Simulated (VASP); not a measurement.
Data:

```xyz
2
Lattice="0.0000 2.1631 2.1631 2.1631 0.0000 2.1631 2.1631 2.1631 0.0000" Properties=species:S:1:pos:R:3 pbc="T T T"
Al     0.0000     0.0000     0.0000
N      1.0816     1.0816     1.0816
```

These are PBE GGA with D3 dispersion (Becke-Johnson damping), VASP's PBE PAW potentials (set 64) (plane waves; VASP) values and carry that method's errors. Run with 520 eV cut-off, 10×10×10 Γ-centred mesh, Gaussian smearing of 0.050 eV, potentials Al N.

Q: Give the stress tensor in GPa (positive for a compressed cell).

A: 
```
6.54  0.00  0.00
0.00  6.54  0.00
0.00  0.00  6.54
```
The pressure is its mean diagonal, 6.54 GPa.

The compound is AlN in the zinc blende structure, a metastable form; wurtzite is the usual one. This cell is one point of a volume scan, at 0.97 of the reference volume.
